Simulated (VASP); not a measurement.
All values below come from PBE GGA with D4 dispersion, VASP's PBE PAW potentials (set 64) (plane waves; VASP).

The input files of a VASP run:

KPOINTS:
```
Regular mesh
0
G
 13 13 7
0 0 0
```

POSCAR:
```
Sc
1
    1.6759801677    -2.9028827166     0.0000000000
    1.6759801677     2.9028827166     0.0000000000
    0.0000000000     0.0000000000     5.2058262520
Sc
2
Direct
  0.3333330000   0.6666670000   0.2500000000
  0.6666670000   0.3333330000   0.7500000000
```

**INCAR**
```
SYSTEM  =  Sc
PREC  =  Accurate; ENCUT  =  520; LREAL  =  .False.
LASPH  =  .True.
EDIFF  =  1E-7; NELM  =  100; ALGO  =  Normal
LMAXMIX  =  4
ISMEAR  =  1; SIGMA  =  0.1
GGA  =  PE; IVDW  =  13
IBRION  =  2; NSW  =  30; ISIF  =  4
EDIFFG  =  -0.01
LWAVE  =  .False.; LCHARG  =  .False.
```

POTCAR, in this order: Sc_sv (PBE.64 set). Program: vasp_std.

The run wrote:

### OUTCAR
```
 ion  position               nearest neighbor table
   1  0.333  0.667  0.250-   2 3.24   2 3.24   2 3.24   2 3.24   2 3.24   2 3.24
   2  0.667  0.333  0.750-   1 3.24   1 3.24   1 3.24   1 3.24   1 3.24   1 3.24
  LATTYP: Found a hexagonal cell.
 ALAT       =     3.3519602606
 C/A-ratio  =     1.5530692035
 Subroutine PRICEL returns:
 Original cell was already a primitive cell.
 Subroutine GETGRP returns: Found 24 space group operations
The static configuration has the point symmetry D_3d.
 The point group associated with its full space group is D_6h.
The dynamic configuration has the point symmetry D_3d.
 Subroutine INISYM returns: Found 24 space group operations
 Subroutine IBZKPT returns following result:
 Found     84 irreducible k-points:

 Following reciprocal coordinates:
            Coordinates               Weight
  0.000000  0.000000  0.000000      1.000000
  0.076923  0.000000  0.000000      6.000000
  0.153846  0.000000  0.000000      6.000000
  0.230769  0.000000  0.000000      6.000000
  0.307692  0.000000  0.000000      6.000000
  0.384615  0.000000  0.000000      6.000000
  0.461538  0.000000  0.000000      6.000000
  0.076923  0.076923  0.000000      6.000000
  0.153846  0.076923  0.000000     12.000000
  0.230769  0.076923  0.000000     12.000000
  0.307692  0.076923  0.000000     12.000000
  0.384615  0.076923  0.000000     12.000000
  0.461538  0.076923  0.000000      6.000000
  0.153846  0.153846  0.000000      6.000000
  0.230769  0.153846  0.000000     12.000000
  0.307692  0.153846  0.000000     12.000000
  0.384615  0.153846  0.000000     12.000000
  0.230769  0.230769  0.000000      6.000000
  0.307692  0.230769  0.000000     12.000000
  0.384615  0.230769  0.000000      6.000000
  0.307692  0.307692  0.000000      6.000000
  0.000000  0.000000  0.142857      2.000000
...
```

### OSZICAR
```
       N       E                     dE             d eps       ncg     rms          rms(c)
DAV:   1     0.393096657387E+03    0.39310E+03   -0.11140E+04  2536   0.155E+03
DAV:   2     0.116054883074E+02   -0.38149E+03   -0.37546E+03  3524   0.655E+02
DAV:   3    -0.132280999566E+02   -0.24834E+02   -0.24251E+02  4142   0.194E+02
DAV:   4    -0.139233805275E+02   -0.69528E+00   -0.62990E+00  3870   0.253E+01
DAV:   5    -0.139320066085E+02   -0.86261E-02   -0.86236E-02  4219   0.331E+00    0.744E+00
DAV:   6    -0.126594020336E+02    0.12726E+01   -0.30300E+00  3178   0.225E+01    0.220E+00
DAV:   7    -0.125032153097E+02    0.15619E+00   -0.71444E-01  3248   0.992E+00    0.886E-01
DAV:   8    -0.124931462298E+02    0.10069E-01   -0.32482E-02  3528   0.270E+00    0.256E-01
DAV:   9    -0.124914553418E+02    0.16909E-02   -0.94590E-03  3262   0.118E+00    0.220E-02
DAV:  10    -0.124914748613E+02   -0.19520E-04   -0.14740E-04  4274   0.188E-01    0.807E-03
DAV:  11    -0.124914709073E+02    0.39540E-05   -0.33869E-06  4044   0.275E-02    0.214E-03
DAV:  12    -0.124914723839E+02   -0.14767E-05   -0.47013E-07  2919   0.913E-03    0.979E-04
DAV:  13    -0.124914718837E+02    0.50029E-06   -0.29310E-08  2023   0.308E-03    0.122E-04
DAV:  14    -0.124914718732E+02    0.10482E-07   -0.89550E-09  1953   0.257E-03
   1 F= -.13010442E+02 E0= -.13009885E+02  d E =-.130104E+02
```

### OUTCAR
```
------------------------ aborting loop because EDIFF is reached ----------------------------------------
  Edisp (eV):   -0.51897
  FORCE on cell =-STRESS in cart. coord.  units (eV):
  Direction    XX          YY          ZZ          XY          YZ          ZX
  --------------------------------------------------------------------------------------
  Total      -0.96045    -0.96045    -0.95105     0.00000     0.00000     0.00000
  in kB     -30.37851   -30.37851   -30.08115     0.00000     0.00000     0.00000
  external pressure =      -30.28 kB  Pullay stress =        0.00 kB
  volume of cell :       50.65
      direct lattice vectors                 reciprocal lattice vectors
     1.675980168 -2.902882717  0.000000000     0.298332886 -0.172242577  0.000000000
     1.675980168  2.902882717  0.000000000     0.298332886  0.172242577  0.000000000
     0.000000000  0.000000000  5.205826252     0.000000000  0.000000000  0.192092466
 POSITION                                       TOTAL-FORCE (eV/Angst)
 -----------------------------------------------------------------------------------
      1.67598      0.96763      1.30146         0.000000     -0.000000      0.000000
      1.67598     -0.96763      3.90437        -0.000000      0.000000      0.000000
 -----------------------------------------------------------------------------------
    total drift:                                0.000000      0.000699     -0.000014
  FREE ENERGIE OF THE ION-ELECTRON SYSTEM (eV)
  ---------------------------------------------------
  free  energy   TOTEN  =       -13.0104419870 eV

  energy  without entropy=      -13.0087701888  energy(sigma->0) =      -13.00988472

 reached required accuracy - stopping structural energy minimisation
```
(Selected blocks of OUTCAR.)

The compound is Sc in the hcp structure. This cell is one point of a volume scan, at 1.06 of the reference volume.
